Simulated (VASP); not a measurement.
All values below come from AM05 GGA, VASP's PBE PAW potentials (set 64) (plane waves; VASP 6.6.1).

A VASP calculation is set up with these files.

**POSCAR**
```
CdTe
1
    0.0000000000     3.2304812593     3.2304812593
    3.2304812593     0.0000000000     3.2304812593
    3.2304812593     3.2304812593     0.0000000000
Cd Te
1 1
Direct
  0.0000000000   0.0000000000   0.0000000000
  0.2500000000   0.2500000000   0.2500000000
```

**INCAR**
```
ALGO = Normal
EDIFF = 1E-7
ENCUT = 520
GGA = AM
ISIF = 2
ISMEAR = 0
LASPH = .True.
LCHARG = .False.
LMAXMIX = 4
LREAL = .False.
LWAVE = .False.
NELM = 100
PREC = Accurate
SIGMA = 0.05
SYSTEM = CdTe
```

File KPOINTS:
```
Automatic mesh
0
Gamma
7 7 7
0 0 0
```

POTCAR, in this order: Cd Te (PBE.64 set). Program: vasp_std.

Output of the run:

File OSZICAR:
```
       N       E                     dE             d eps       ncg     rms          rms(c)
DAV:   1     0.103946034018E+03    0.10395E+03   -0.86337E+03   520   0.122E+03
DAV:   2    -0.109297867826E+01   -0.10504E+03   -0.10130E+03   605   0.277E+02
DAV:   3    -0.519278551112E+01   -0.40998E+01   -0.40930E+01   610   0.580E+01
DAV:   4    -0.523265172833E+01   -0.39866E-01   -0.39862E-01   742   0.503E+00
DAV:   5    -0.523276988452E+01   -0.11816E-03   -0.11816E-03   620   0.253E-01    0.583E+00
DAV:   6    -0.499872681346E+01    0.23404E+00   -0.51769E-01   580   0.989E+00    0.474E+00
DAV:   7    -0.498163474035E+01    0.17092E-01   -0.12462E-01   600   0.263E+00    0.182E+00
DAV:   8    -0.498190230828E+01   -0.26757E-03   -0.11118E-02   530   0.145E+00    0.561E-01
DAV:   9    -0.498228355243E+01   -0.38124E-03   -0.10386E-03   615   0.363E-01    0.130E-01
DAV:  10    -0.498240186401E+01   -0.11831E-03   -0.16516E-04   555   0.128E-01    0.537E-02
DAV:  11    -0.498247509281E+01   -0.73229E-04   -0.15171E-04   545   0.795E-02    0.438E-02
DAV:  12    -0.498247262238E+01    0.24704E-05   -0.47282E-06   626   0.194E-02    0.243E-02
DAV:  13    -0.498247249916E+01    0.12322E-06   -0.72343E-07   570   0.501E-03    0.156E-02
DAV:  14    -0.498247253939E+01   -0.40227E-07   -0.15655E-06   535   0.913E-03    0.532E-03
DAV:  15    -0.498247257017E+01   -0.30778E-07   -0.82024E-08   480   0.273E-03
   1 F= -.49824726E+01 E0= -.49824726E+01  d E =-.128475E-15
```

File OUTCAR:
```
------------------------ aborting loop because EDIFF is reached ----------------------------------------
  FORCE on cell =-STRESS in cart. coord.  units (eV):
  Direction    XX          YY          ZZ          XY          YZ          ZX
  --------------------------------------------------------------------------------------
  Total        0.5256824      0.5256824      0.5256824      0.0000000      0.0000000      0.0000000
  in kB       12.4911479     12.4911479     12.4911479      0.0000000      0.0000000      0.0000000
  external PRESSURE =      12.4911479 kB  Pullay stress =       0.0000000 kB
  volume of cell :       67.43
      direct lattice vectors                 reciprocal lattice vectors
     0.000000000  3.230481259  3.230481259    -0.154775701  0.154775701  0.154775701
     3.230481259  0.000000000  3.230481259     0.154775701 -0.154775701  0.154775701
     3.230481259  3.230481259  0.000000000     0.154775701  0.154775701 -0.154775701
  FREE ENERGIE OF THE ION-ELECTRON SYSTEM (eV)
  ---------------------------------------------------
  free  energy   TOTEN  =        -4.9824725702 eV

  energy  without entropy=       -4.9824725702  energy(sigma->0) =       -4.98247257
```
(Selected blocks of OUTCAR.)

OUTCAR:
```
 val. band max:        2.3680584703   @ k =   0.0000   0.0000   0.0000

 cond. band min:       3.1387439701   @ k =   0.0000   0.0000   0.0000


 Fermi energy:         2.6339699867

 k-point     1 :       0.0000    0.0000    0.0000
  band No.  band energies     occupation
      1      -8.8813      2.00000
      2      -5.9384      2.00000
      3      -5.9384      2.00000
      4      -5.9384      2.00000
      5      -5.6694      2.00000
      6      -5.6694      2.00000
      7       2.3681      2.00000
      8       2.3681      2.00000
      9       2.3681      2.00000
     10       3.1387      0.00000
     11       6.9463      0.00000
     12       6.9463      0.00000
     13       6.9463      0.00000

 k-point     2 :       0.1429    0.0000    0.0000
  band No.  band energies     occupation
      1      -8.8048      2.00000
      2      -5.9237      2.00000
      3      -5.9237      2.00000
      4      -5.8774      2.00000
      5      -5.6705      2.00000
      6      -5.6705      2.00000
      7       0.9048      2.00000
      8       2.1889      2.00000
      9       2.1889      2.00000
     10       4.1231      0.00000
     11       7.0042      0.00000
     12       7.2161      0.00000
     13       7.2161      0.00000

 k-point     3 :       0.2857    0.0000    0.0000
  band No.  band energies     occupation
      1      -8.6319      2.00000
      2      -5.8942      2.00000
      3      -5.8942      2.00000
      4      -5.6697      2.00000
      5      -5.6687      2.00000
      6      -5.6687      2.00000
      7      -0.7887      2.00000
      8       1.8444      2.00000
      9       1.8444      2.00000
     10       4.3348      0.00000
     11       7.5587      0.00000
     12       7.5587      0.00000
     13       8.1569      0.00000

 k-point     4 :       0.4286    0.0000    0.0000
  band No.  band energies     occupation
      1      -8.4952      2.00000
      2      -5.8754      2.00000
      3      -5.8754      2.00000
...
```

Unless said otherwise, spin-orbit coupling is left out, though it shifts the bands of the heavy elements here.

The compound is CdTe in the zinc blende structure. This cell is one point of a volume scan, at 0.97 of the reference volume.
